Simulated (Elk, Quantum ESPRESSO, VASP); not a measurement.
Code comparison for GaFe₃ (Pm-3m, 4 atoms in the cell)

Self-consistent single point.

```
CELL_PARAMETERS angstrom
      3.63803     0.00000     0.00000
      0.00000     3.63803     0.00000
      0.00000     0.00000     3.63803
ATOMIC_POSITIONS crystal
  Ga 0.00000 0.00000 0.00000
  Fe 0.00000 0.50000 0.50000
  Fe 0.50000 0.00000 0.50000
  Fe 0.50000 0.50000 0.00000
```
Moments meant for the start (each program seeds them in its own way; μB, in the order of the atoms Ga Fe Fe Fe): 0.0 4.0 4.0 4.0.

Shared settings, as Quantum ESPRESSO writes them: occupations = smearing; smearing = gauss; degauss = 0.019992 Ry; noncolin = true; lspinorb = true; K_POINTS = automatic 6 6 6 0 0 0. Potentials and cutoffs stand in the table.

```json
[
 {"code": "Elk", "model": "LDA (PW92), spin-orbit coupling in second variation, all-electron FP-LAPW, Elk's shipped species files, APW+lo basis with extra local orbitals", "pressure (GPa)": "–", "size of the net moment (μB/atom)": "1.67", "cutoff": "rgkmax 7.5"},
 {"code": "VASP", "model": "LDA (PZ), spin-orbit coupling, VASP's LDA PAW potentials (set 64)", "pressure (GPa)": "-13.87", "size of the net moment (μB/atom)": "1.65", "cutoff": "300 eV"},
 {"code": "Quantum ESPRESSO", "model": "LDA (PZ), spin-orbit coupling, PseudoDojo fully relativistic norm-conserving (PBE) pseudopotentials", "pressure (GPa)": "-14.90", "size of the net moment (μB/atom)": "1.67", "cutoff": "90 Ry"}
]
```

A dash marks a value that a program does not give, or that is left out as unsure.

On Elk's run: the magnetic order is the one reached from the typed start; others were not searched systematically.

The spread over the programs that give each value: pressure within 1.03 GPa; size of the net moment within 0.02 μB/atom.

Elk treats all electrons, but the usual bases taken here (sphere radii, linearisation, local orbitals, empty states) were not tested for convergence, so the values are no reference for the others. The same LDA comes in different parametrisations, which differ slightly.

VASP's run is marked for a possible Pulay error in its stress at this cutoff; no cutoff test was made.

The starting cell comes from a database of computed structures (which also holds hypothetical and non-ambient phases and stackings), without a prior relaxation at this level.

Left out of this page: Ansatz (with a known weakness of the program).
